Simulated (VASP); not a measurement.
BaS: energy against volume

BaS (rock salt, Fm-3m, 33.640 Å³/atom and stress up to 0.01 GPa in the relaxed cell, cube axes along x, y and z) under an equal strain ε along all three axes. PBE in VASP (plane waves, PAW), 480 eV, 8×8×8 Γ-centred mesh, Gaussian smearing 0.05 eV; ions are relaxed, or left where forces stay under 0.02 eV/Å, within the symmetry of each cell.

Here V stands for volume and E for E less E0.

| volume (Å³/atom) | E less E0 (meV/atom) | pressure (GPa) |
|---|---|---|
| 30.7021 | ? | ? |
| 31.6615 | 17.06 | 2.86 |
| 32.1486 | 9.48 | 2.07 |
| 32.6406 | 4.18 | 1.33 |
| 33.1377 | 1.06 | 0.64 |
| 33.6398 | 0.00 | 0.00 |
| 34.1469 | 0.89 | -0.60 |
| 34.6591 | 3.64 | -1.16 |
| 35.1764 | 8.15 | -1.68 |
| 35.6988 | 14.32 | -2.16 |

Taking the third-order Birch-Murnaghan form, a cubic in V^(-2/3) for E over the 9 complete rows: With u = V^(-2/3) - 0.0960, the rows have u = 0.0039184, 0.0029066, 0.0019102, 0.0009286, -0.0000383, -0.0009908, -0.0019291, -0.0028537, -0.0037646. Least squares gives E = 0.002 + 150.6·u + 1061243·u² + 2896413·u³. Residuals (row less fit): -0.001, 0.003, -0.002, 0.001, 0.002, -0.002, 0.000, 0.003, -0.001; standard error 0.003 (degrees of freedom: 5). Its minimum lies at u = -0.0000710, so V0 = (0.0959290)^(-3/2) = 33.66. There d²E/du² = 2121000 and d³E/du³ = 1.738e7, so B0 = (4/9) × 33.66^(-7/3) × 2121000 × 0.160218 = 41.3 GPa (the last factor turns the table's units into GPa), and B0' = 4 + (2/3) × 0.0959290 × (1.738e7)/2121000 = 4.5. B0' rests on the cubic coefficient alone and has a standard error of 0.1 from these residuals.

### Question
Predict the withheld E at V = 30.7021 from the fit, and compare with the calculation.

### Answer
u = 0.0059893, so E = 0.002 + 150.6 × 0.0059893 + 1061243 × 0.0059893² + 2896413 × 0.0059893³ = 39.595 meV/atom. The calculation gives 39.57 meV/atom, 0.025 meV/atom below the prediction (0.1 % of the range of E in the table). The row lies outside the fitted rows, so this is an extrapolation. The scatter of the fitted rows lies at the last printed digit.

Other structures, which can take over under pressure, weren't tried. The same form fitted to the pressure column gives B0' = 4.5; series where the two differ by over 0.4 aren't shown. Rows are the converged runs of the series near zero and its far end, less any whose ions stayed unrelaxed beside relaxed ones; series whose fitted rows scatter by over a few per cent of the range, as at a crossing or softening among them, aren't shown in this form.
